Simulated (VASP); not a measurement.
Input:

```
Ir
1.0
    0.00000     1.93022     1.93022
    1.93022     0.00000     1.93022
    1.93022     1.93022     0.00000
Ir
1
Direct
  0.00000   0.00000   0.00000
```

Computed with rev-vdW-DF2, VASP's PBE PAW potentials (set 64) (plane waves; VASP). Numerical set-up: 520 eV cut-off, Gaussian smearing of 0.050 eV, potentials Ir.

**Question.** Give the energies of bands 1 to 6 at the high-symmetry points, in eV from the Fermi level.

**Answer.** 
```csv
band,Γ,X,U,L,W
1,-10.91,-7.69,-6.75,-7.90,-6.07
2,-3.78,-7.13,-5.81,-3.88,-4.73
3,-3.78,0.84,-2.79,-3.88,-4.73
4,-3.78,1.43,-0.85,-0.65,-1.74
5,-1.16,1.43,0.59,0.87,1.44
6,-1.16,1.77,6.26,0.87,8.03
```

It has no gap at this level: it comes out as a metal or semimetal.

The compound is Ir in the fcc structure. It was relaxed first.
